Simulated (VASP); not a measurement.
Input:

```xyz
2
Lattice="0.0000 2.6610 2.6610 2.6610 0.0000 2.6610 2.6610 2.6610 0.0000" Properties=species:S:1:pos:R:3 pbc="T T T"
Cu     5.3220     5.3220     5.3220
Cl     1.3305     1.3305     1.3305
```

Level of theory: AM05 GGA, VASP's PBE PAW potentials (set 64) (plane waves; VASP). Run with 520 eV cut-off, Gaussian smearing of 0.050 eV, potentials Cu Cl.

Give the energies of bands 2 to 11 at the high-symmetry points, in eV from the valence-band maximum.

```json
[
 {"band": "2", "Γ": "-5.16", "X": "-6.88", "U": "-6.54", "L": "-6.94", "W": "-6.31"},
 {"band": "3", "Γ": "-5.16", "X": "-5.26", "U": "-5.86", "L": "-5.13", "W": "-6.03"},
 {"band": "4", "Γ": "-5.16", "X": "-5.26", "U": "-5.20", "L": "-5.13", "W": "-5.35"},
 {"band": "5", "Γ": "-1.68", "X": "-1.82", "U": "-1.93", "L": "-1.60", "W": "-1.90"},
 {"band": "6", "Γ": "-1.68", "X": "-1.56", "U": "-1.60", "L": "-1.60", "W": "-1.78"},
 {"band": "7", "Γ": "0.00", "X": "-1.47", "U": "-1.51", "L": "-1.54", "W": "-1.49"},
 {"band": "8", "Γ": "0.00", "X": "-1.25", "U": "-1.16", "L": "-0.64", "W": "-1.26"},
 {"band": "9", "Γ": "0.00", "X": "-1.25", "U": "-1.00", "L": "-0.64", "W": "-0.90"},
 {"band": "10", "Γ": "0.65", "X": "3.39", "U": "4.22", "L": "2.98", "W": "5.08"},
 {"band": "11", "Γ": "6.72", "X": "4.56", "U": "5.30", "L": "7.03", "W": "5.48"}
]
```

The gap is direct, 0.65 eV, from the valence maximum at Γ to the conduction minimum at Γ.

Measured: gap 3.39 eV at 2 K (computed value off by -2.74 eV), as given by arXiv:1206.3780.

The compound is CuCl in the zinc blende structure. It was relaxed first.
